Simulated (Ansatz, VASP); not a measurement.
# Cu (Copper) in two plane-wave programs, part 2 of 2

One calculation is typed for both programs; each brings its own data sets. How far apart do they land? The cell is taken from a series of runs on this material, whose earlier steps may have relaxed, scaled, displaced or heated it; both programs get it as it stands.

VASP 6.6.1 and Ansatz 0.2.0.

So far: Set-up; VASP: elastic constants, BLYP.

### Step 3. Ansatz: elastic constants, BLYP

Level of this step: Ansatz beside VASP: Kohn-Sham DFT, plane waves, BLYP (Ansatz).

Ansatz runs on its default PAW (the set named soft_2) files.

The same cell, functional (in two slightly different forms), mesh and smearing now go to Ansatz, which takes its cutoff from its data sets.

Input file input.yaml:

```yaml
crystal:
  lattice:
    - [0.0, 1.8510183353, 1.8510183353]
    - [1.8510183353, 0.0, 1.8510183353]
    - [1.8510183353, 1.8510183353, 0.0]
  atoms:
    - { symbol: Cu, position: [0.0, 0.0, 0.0] }
kpoints:
  mp_grid: { grid: [36, 36, 36] }
hamiltonian:
  xc: blyp
scf:
  occupations: { method: methfessel_paxton, width: 0.25 }
output:
  forces: true
  stress: true
  eigenvalues: true
elastic:
  mode: relaxed_ion
  stencil: two_point
  amplitude: 0.01
```

Command:

```sh
ansatz run input.yaml --threads 4 --pin off --max-ram 16384MiB --backend cpu --events-out ev --progress --plain --runs-dir out
```

Numbers of over 12 decimals in the logs are rounded to 6 here.

Output:

```text
Engine: ansatz 0.2.0, aarch64-unknown-linux-gnu
Pseudopotentials: kind: paw
Pseudopotential: Cu, paw, valence charge 19, recommended cutoff 420 eV (normal), Cu.paw.azcp
Functional definition: BLYP
  parameter beta = 0.0042
  parameter a = 0.04918
  parameter b = 0.132
  parameter c = 0.2533
  parameter d = 0.349
  exchange = b88_x(beta = beta)
  correlation = lyp_c(a = a, b = b, c = c, d = d)
Crystal: 1 atoms, lattice volume = 12.684 Å³
Basis set: ecut = 420 eV, 259 PW (Γ), exchange–correlation on 36×36×36 points (8 copies of the dense FFT grid, shifted against one another)
Bands: 14, of which v1, the nominal top of the filled ones, is band 10 counted from 1 (9 counted from 0)
Symmetry: 48 space group operations
Space group: Fm-3m (ITA 225), of the structure as read, at distance tolerance 2.3e-5 Å
k-points: 1240 of 46656
Non-local potential: Cu, projectors of the file, l = 0: 3, l = 1: 2, l = 2: 3, l = 3: 1
PAW form: soft (Blöchl's): semilocal exchange-correlation on the pseudo side does not see the compensation charge
PAW frozen core: Cu, regenerated for the run's functional, and the local potential with it (the file was generated under x = pbe(κ = 0.804, μ = 0.219515), c = pbe(β = 0.066725))
PAW one-centre angular grid: Cu, 590 points (default); XC on 64 Gauss nodes
Initial density: superposition of atomic densities (neutral atoms: chi_scale 0, normalization atom), corrected by the library's trained network
Initial wavefunctions: pseudopotential atomic-orbital guess
Functional: x = b88, c = lyp
SCF iter   1: F=—  HF=-6634.185946 eV  |F-HF|=—  |Δ(HF+E_count)|=         —  Δρ=1.81e-2  dr2=3.00e-2  ethr=1.77e-3  ⟨swp⟩=4.7  Hψ=82802  notcnv=0
preconditioner: auto → none  [metal: Δε(μ)=0.005 eV  Ē_g=16.415 eV  σ=0.250 eV  W_gap=0.02  n_scr=0 (ndim 8)  ℏωp=34.6 eV  f_vac=0.000  D(μ)=0.32/eV (n_scr^D=0)]
SCF iter   2: F=—  HF=-6634.181348 eV  |F-HF|=—  |Δ(HF+E_count)|=   4.60e-3  S|Δr|=    0.00e0  Δρ=3.15e-3  dr2=9.35e-4  ethr=1.58e-4  ⟨swp⟩=1.0  Hψ=27280  notcnv=0
SCF iter   3: F=—  HF=-6634.181390 eV  |F-HF|=—  |Δ(HF+E_count)|=   4.21e-5  S|Δr|=    0.00e0  Δρ=1.89e-3  dr2=3.70e-4  ethr=4.92e-6  ⟨swp⟩=2.9  Hψ=28983  notcnv=0
SCF iter   4: F=—  HF=-6634.181392 eV  |F-HF|=—  |Δ(HF+E_count)|=   2.15e-6  S|Δr|=    0.00e0  Δρ=1.62e-4  dr2=1.41e-6  ethr=1.95e-6  ⟨swp⟩=1.3  Hψ=19274  notcnv=0
SCF iter   5: F=—  HF=-6634.181386 eV  |F-HF|=—  |Δ(HF+E_count)|=   5.86e-6  S|Δr|=    0.00e0  Δρ=9.70e-6  dr2=4.04e-9  ethr=7.44e-9  ⟨swp⟩=2.2  Hψ=23597  notcnv=0
SCF iter   6: F=—  HF=-6634.181386 eV  |F-HF|=—  |Δ(HF+E_count)|=   8.49e-9  S|Δr|=    0.00e0  Δρ=9.27e-7  dr2=3.66e-11  ethr=2.13e-11  ⟨swp⟩=2.0  Hψ=24709  notcnv=0
SCF iter   7: F=—  HF=-6634.181386 eV  |F-HF|=—  |Δ(HF+E_count)|=  1.83e-10  S|Δr|=    0.00e0  Δρ=4.16e-8  dr2=7.09e-14  ethr=1.00e-12  ⟨swp⟩=4.8  Hψ=81290  notcnv=0
SCF iter   8: F=-6634.181386 eV  HF=-6634.181386 eV  |F-HF|=9.09e-13  |Δ(HF+E_count)|=  9.09e-13  S|Δr|=    0.00e0  Δρ=3.79e-9  dr2=1.18e-15  ethr=1.00e-12  ⟨swp⟩=4.0  Hψ=53817  notcnv=0
SCF 1 converged in 8 iterations: F = -6634.181386 eV  dr2 = 1.18e-15
  greatest PAW one-centre occupation: 1.000 electrons in one spin orbital (limit 2), on the Cu atom at site 0 (counted from 0), in its partial waves of l = 0
Crystal: 1 atoms, lattice volume = 12.557 Å³
Symmetry: 16 space group operations
k-points: 3349 of 46656
Initial density: handed on by an earlier stage of this run
Initial wavefunctions: those handed on with the density
iter 1 solved again at ethr=5.15e-6 eV; its pass at ethr=3.10e-3 eV (dr2=9.78e-4 eV) is discarded
SCF iter   1: F=—  HF=-6634.181018 eV  |F-HF|=—  |Δ(HF+E_count)|=         —  Δρ=3.42e-3  dr2=9.47e-4  ethr=5.15e-6  ⟨swp⟩=1.3  Hψ=292771  notcnv=0  defer=157
preconditioner: auto → none  [metal: Δε(μ)=0.001 eV  Ē_g=16.406 eV  σ=0.250 eV  W_gap=0.00  n_scr=0 (ndim 8)  ℏωp=34.8 eV  f_vac=0.000  D(μ)=0.32/eV (n_scr^D=0)]
[...]
SCF 2 converged in 7 iterations: F = -6634.180811 eV  dr2 = 5.80e-15
Crystal: 1 atoms, lattice volume = 12.811 Å³
[...]
preconditioner: auto → none  [metal: Δε(μ)=0.003 eV  Ē_g=16.193 eV  σ=0.250 eV  W_gap=0.01  n_scr=0 (ndim 8)  ℏωp=34.4 eV  f_vac=0.000  D(μ)=0.32/eV (n_scr^D=0)]
[...]
SCF 3 converged in 7 iterations: F = -6634.180831 eV  dr2 = 5.67e-15
Symmetry: 8 space group operations
k-points: 6346 of 46656
[...]
preconditioner: auto → none  [metal: Δε(μ)=0.003 eV  Ē_g=16.312 eV  σ=0.250 eV  W_gap=0.01  n_scr=0 (ndim 8)  ℏωp=34.6 eV  f_vac=0.000  D(μ)=0.32/eV (n_scr^D=0)]
[...]
SCF iter   5: F=—  HF=-6634.181183 eV  |F-HF|=—  |Δ(HF+E_count)|=  3.64e-12  S|Δr|=    0.00e0  Δρ=7.81e-7  dr2=3.54e-11  ethr=1.55e-12  ⟨swp⟩=2.0  Hψ=122739  notcnv=0  defer=337
SCF iter   6: F=—  HF=-6634.181183 eV  |F-HF|=—  |Δ(HF+E_count)|=  7.28e-12  S|Δr|=    0.00e0  Δρ=2.06e-7  dr2=2.38e-12  ethr=1.86e-13 (applied; sched 1.00e-12)  ⟨swp⟩=2.0  Hψ=118523  notcnv=0  defer=377
SCF iter   7: F=-6634.181183 eV  HF=-6634.181183 eV  |F-HF|=1.82e-12  |Δ(HF+E_count)|=  1.82e-12  S|Δr|=    0.00e0  Δρ=3.06e-8  dr2=5.32e-14  ethr=1.00e-12  ⟨swp⟩=3.1  Hψ=343707  notcnv=0
SCF 4 converged in 7 iterations: F = -6634.181183 eV  dr2 = 5.32e-14
iter 1 solved again at ethr=8.46e-10 eV; its pass at ethr=3.10e-3 eV (dr2=1.61e-7 eV) is discarded
SCF iter   1: F=—  HF=-6634.181092 eV  |F-HF|=—  |Δ(HF+E_count)|=         —  Δρ=2.40e-4  dr2=1.59e-7  ethr=8.46e-10  ⟨swp⟩=2.2  Hψ=544569  notcnv=0  defer=596
preconditioner: auto → none  [metal: Δε(μ)=0.004 eV  Ē_g=16.312 eV  σ=0.250 eV  W_gap=0.01  n_scr=0 (ndim 8)  ℏωp=34.6 eV  f_vac=0.000  D(μ)=0.32/eV (n_scr^D=0)]
SCF iter   2: F=—  HF=-6634.181160 eV  |F-HF|=—  |Δ(HF+E_count)|=   6.83e-5  S|Δr|=    0.00e0  Δρ=1.20e-4  dr2=3.92e-8  ethr=8.38e-10  ⟨swp⟩=1.0  Hψ=86922  notcnv=0  defer=596
SCF iter   3: F=—  HF=-6634.181183 eV  |F-HF|=—  |Δ(HF+E_count)|=   2.28e-5  S|Δr|=    0.00e0  Δρ=8.50e-6  dr2=4.03e-9  ethr=2.06e-10  ⟨swp⟩=1.1  Hψ=88871  notcnv=0  defer=596
SCF iter   4: F=—  HF=-6634.181183 eV  |F-HF|=—  |Δ(HF+E_count)|=   1.95e-8  S|Δr|=    0.00e0  Δρ=7.00e-7  dr2=3.22e-11  ethr=2.12e-11  ⟨swp⟩=2.1  Hψ=118423  notcnv=0  defer=596
SCF iter   5: F=—  HF=-6634.181183 eV  |F-HF|=—  |Δ(HF+E_count)|=  2.64e-11  S|Δr|=    0.00e0  Δρ=4.09e-8  dr2=7.86e-14  ethr=1.00e-12  ⟨swp⟩=3.8  Hψ=388969  notcnv=0
SCF iter   6: F=-6634.181183 eV  HF=-6634.181183 eV  |F-HF|=1.82e-12  |Δ(HF+E_count)|=  9.09e-13  S|Δr|=    0.00e0  Δρ=6.78e-9  dr2=2.21e-15  ethr=1.00e-12  ⟨swp⟩=4.0  Hψ=273973  notcnv=0
SCF 5 converged in 6 iterations: F = -6634.181183 eV  dr2 = 2.21e-15
SCF converged after 8 iterations
Stability not checked: this state was not tested for a lower state beside it, because cold or Methfessel-Paxton smearing, or corrected tetrahedra, fill the levels in a way that the test cannot read (fill_not_monotonic; see scf.lower_state_search)
Free energy (F): -6634.181386 eV
Harris-Foulkes:  -6634.181386 eV  (|F-HF|=9.09e-13)
Internal energy: -6634.181156 eV  (E = F + TS)
E sigma→0 (E₀):  -6634.181329 eV
Entropy (-TS):   -0.000230 eV (-0.230 meV/atom)
Fermi energy:    15.772020 eV
--- Per-component energies (eV) ---
  E_band       = -375.426583
  E_kinetic    = 300.073383
  E_local      = -4180.561795  (includes V_loc(G=0)·N_el)
  E_nonlocal   = 385.979972
  E_hartree    = 1842.783298
  E_xc         = -87.870492
  E_vxc        = -113.021632  (∫ρ·V_xc dr)
  E_paw        = -1675.633732  (= ΣΔE_a)
  E_vpaw       = -453.463329  (= ΣTr[D̂ρ^β])
  E_aug_tail   = 0.000218  (compensation charges beyond the density's cutoff)
  E_ewald      = -3218.952477
  E_core_change = 0.000469  (= ΣΔE_core)
  E_smearing   = -0.000230  (= −TS)
  E_closure    = -0.000000  (closes the sum)
  Σ components = -6634.181386   (vs F -6634.181386, Δ=0.00e0)
--- Forces (eV/Å), atoms counted from 1 ---
  atom   1  Cu    -0.00000000     0.00000000     0.00000000
  max |Σ_I F_I| component: 2.05e-31 eV/Å
--- Stress (GPa, compression-positive) ---
        0.000759       0.000000       0.000000
        0.000000       0.000759       0.000000
       -0.000000      -0.000000       0.000759
  P = ⅓ Tr σ = 0.0008 GPa (0.008 kbar)
--- Band table (eV; the first three rows and the last of 1240) ---
  k-point 0: bands = [... 6 lower, 12.8551, 12.8551, 13.5931, 13.5931, 38.1292, 39.6137, 39.6137, 39.6137]
  k-point 1: bands = [... 6 lower, 12.8601, 12.8601, 13.5911, 13.5911, 37.9652, 39.1506, 39.5210, 39.5210]
  k-point 2: bands = [... 6 lower, 12.8747, 12.8747, 13.5857, 13.5857, 37.1787, 38.6903, 39.2856, 39.2856]
  k-point 1239: bands = [... 6 lower, 12.4299, 13.5630, 14.2529, 21.7266, 21.7266, 23.6401, 23.9116, 42.9892]
--- Elastic constants: 2 strain directions × 2 members + reference (group order 48) ---
  dense FFT box of the reference and of every strained cell: 18×18×18
  strains applied: 11, 23; error gains: componentwise 1.00 (the most a stress slope's error grows in a printed constant), spectral 1.73 (1 for all six strains in a standard setting)
  C = ∂σ_k/∂η_j (tension-positive GPa; Voigt order 11 22 33 23 13 12):
       142.656    101.848    101.848     -0.000     -0.000     -0.000
       101.848    142.656    101.848      0.000     -0.000      0.000
       101.848    101.848    142.656      0.000      0.000     -0.000
         0.000      0.000      0.000     51.391     -0.000     -0.000
        -0.000     -0.000      0.000     -0.000     51.391     -0.000
        -0.000      0.000     -0.000     -0.000      0.000     51.391
  reference stress σ⁰ (GPa):     -0.001     -0.001     -0.001      0.000      0.000     -0.000
  C* (energy form; C + prestress term) asymmetry max|C*_kj − C*_jk| = 4.263e-14 GPa — a small one proves nothing (zero by symmetry where the batch's group is 432, −43m or m−3m); a large one is finite-difference/SCF noise where every solve meets its electron count
  moduli (Voigt/Reuss/Hill, GPa): K = 115.45/115.45/115.45   G = 39.00/31.97/35.48   E = 96.56   ν = 0.361
  mechanically stable: yes (min eigenvalue of sym C = 40.81 GPa)
  strain η (Voigt 11):  stress-route row diagonal C_11 = 142.66 GPa, energy-path curvature d²(F+E_count+ΔE)/dδ²/Ω₀ = 142.59 GPa
         δ    σ_11 (GPa)             F (eV)   n_scf  n_hpsi   n_pw
    -1.000e-2      -1.4653       -6634.1808113       7  845552    263   relax 0 steps, max|allowed force component| 0.00e0 eV/Å
     1.000e-2       1.3878       -6634.1808312       7  753315    265   relax 0 steps, max|allowed force component| 0.00e0 eV/Å
  strain η (Voigt 23):  stress-route row diagonal C_44 = 51.39 GPa, energy-path curvature d²(F+E_count+ΔE)/dδ²/Ω₀ = 51.25 GPa
         δ    σ_23 (GPa)             F (eV)   n_scf  n_hpsi   n_pw
    -1.000e-2      -0.5139       -6634.1811829       7  1605688    263   relax 0 steps, max|allowed force component| 0.00e0 eV/Å
     1.000e-2       0.5139       -6634.1811829       6  1590745    263   relax 0 steps, max|allowed force component| 0.00e0 eV/Å
```

In the SCF lines HF is the Harris–Foulkes energy and dr2 the Hartree energy of the density residual, in eV; the loop may stop once dr2 is under the threshold and the program's other checks hold. Hψ counts applications of the Hamiltonian.

### Step 4. Comparison

Known differences besides the potentials themselves: the data sets hold 19 valence electrons in Ansatz (on its default PAW (the set named soft_2) files) and 11 in VASP; the cutoff is 420 eV in Ansatz and 600 eV in VASP; Ansatz makes its cores anew for this functional, VASP keeps those of its PBE data sets; VASP's log shows a relativistic correction to its local exchange, Ansatz's none; VASP takes each elastic constant from one size of strain, Ansatz from those that its log lists. Total energies have different zeros and are not compared.

The two programs side by side:

```tsv
quantity	Ansatz	VASP	difference
C11 (GPa)	142.7	140.7	+1.40 %
C22 (GPa)	142.7	140.7	+1.40 %
C33 (GPa)	142.7	140.7	+1.40 %
C12 (GPa)	101.8	101.4	+0.40 %
C13 (GPa)	101.8	101.4	+0.40 %
C23 (GPa)	101.8	101.4	+0.40 %
C44 (GPa)	51.4	51.4	-0.02 %
C55 (GPa)	51.4	51.4	-0.02 %
C66 (GPa)	51.4	51.4	-0.02 %
```

### Step 5. What came out

* difference in C11 (elastic constants, BLYP): 1.4 %

**Reading.** The difference in C11 is 1.4 % (elastic constants, BLYP), within the 5 % picked in this series as the mark of a large difference. The data sets hold unlike numbers of valence electrons (19 in Ansatz and 11 in VASP), so part of the differences may come from the potentials. How closely two codes agree says nothing of how well the functional describes the real material.

[Lines on the potential files, build, host, timing and source positions are cut from VASP's logs without a mark.]

[Logs are printed without paths, hosts, clocks, repeated set-up lines and the standing remarks that a program may print on its own settings, such as how far it seeks lower states.]

[Hosts, paths, dates, database ids (printed as entryN), source tags and the programs' standing remarks are cut or masked in the printed files.]
